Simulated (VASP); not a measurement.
```
ZnS
1.0
    1.94820    -3.37438     0.00000
    1.94820     3.37438     0.00000
    0.00000     0.00000     6.38520
Zn S
2 2
Direct
  0.66667   0.33333   0.50000
  0.33333   0.66667   0.00000
  0.66667   0.33333   0.87500
  0.33333   0.66667   0.37500
```

The base run (VASP): PBE GGA, plane waves, VASP's PBE PAW potentials (set 64). Settings: 400 eV cut-off, 6×6×3 Γ-centred mesh, Gaussian smearing of 0.050 eV, potentials Zn S.

One setting is varied; ΔE counts from the most expensive setting. The base run took about 10 core-seconds. The timings are rough (shared machines, no repeats); factors under 2 mean little.

Pressures at a finite cut-off, here 400 eV, hold a Pulay part, which wasn't tested here.

```
setting                         cost over the base run  electronic steps  ΔE (meV/atom)  pressure (GPa)
------------------------------  ----------------------  ----------------  -------------  --------------
KPOINTS 2×2×1 Γ-centred mesh                 about 1/2                16          241.7           -1.15
KPOINTS 3×3×2 Γ-centred mesh      within a factor of 2                15           51.4           -2.06
base run                                     reference                13            1.1           -2.55
KPOINTS 7×7×4 Γ-centred mesh      within a factor of 2                13            0.2           -2.56
KPOINTS 9×9×4 Γ-centred mesh      within a factor of 2                13            0.0           -2.55
KPOINTS 10×10×5 Γ-centred mesh           about 3 times                13            0.0           -2.55
KPOINTS 11×11×6 Γ-centred mesh           about 3 times                13            0.0           -2.55
```

Left out are runs that failed, have no time on record or changed the cell.

The compound is ZnS in the wurtzite structure, the high-temperature form. The cell was not relaxed at this level.
